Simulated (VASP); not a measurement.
Given:

```xyz
4
Lattice="1.9140 1.1051 6.3453 -1.9140 1.1051 6.3453 0.0000 -2.2101 6.3453" Properties=species:S:1:pos:R:3 pbc="T T T"
Ga     0.0000     0.0000     8.2946
Ga     0.0000     0.0000    10.7413
P      0.0000     0.0000     1.1006
P      0.0000     0.0000    17.9353
```

Method: PBEsol GGA, VASP's PBE PAW potentials (set 64) (plane waves; VASP). Run with 400 eV cut-off, Gaussian smearing of 0.050 eV, potentials Ga_d P.

Question: Give the energies of bands 13 to 21 at the high-symmetry points, in eV from the valence-band maximum.

Answer: 
| band | Γ | T | H2 | L | S0 | F |
|---|---|---|---|---|---|---|
| 13 | -7.42 | -5.21 | -7.34 | -7.44 | -7.41 | -7.21 |
| 14 | -1.83 | -3.82 | -6.48 | -5.75 | -6.43 | -7.00 |
| 15 | -1.83 | -1.73 | -4.32 | -4.65 | -4.54 | -3.93 |
| 16 | -0.23 | -1.73 | -4.26 | -2.94 | -3.90 | -3.23 |
| 17 | 0.00 | -0.28 | -3.58 | -2.83 | -3.84 | -1.28 |
| 18 | 0.00 | -0.28 | -1.24 | -1.86 | -1.29 | -0.56 |
| 19 | 1.14 | 1.17 | 1.68 | 1.53 | 1.56 | 0.70 |
| 20 | 1.79 | 2.44 | 2.34 | 2.59 | 3.31 | 1.32 |
| 21 | 2.72 | 3.82 | 4.99 | 3.64 | 3.65 | 1.56 |

The gap is indirect, 0.70 eV, from the valence maximum at Γ to the conduction minimum at F.

The structure comes from a computed database's GaP entry (R-3m); how it stands against other phases isn't given here. It was relaxed first.
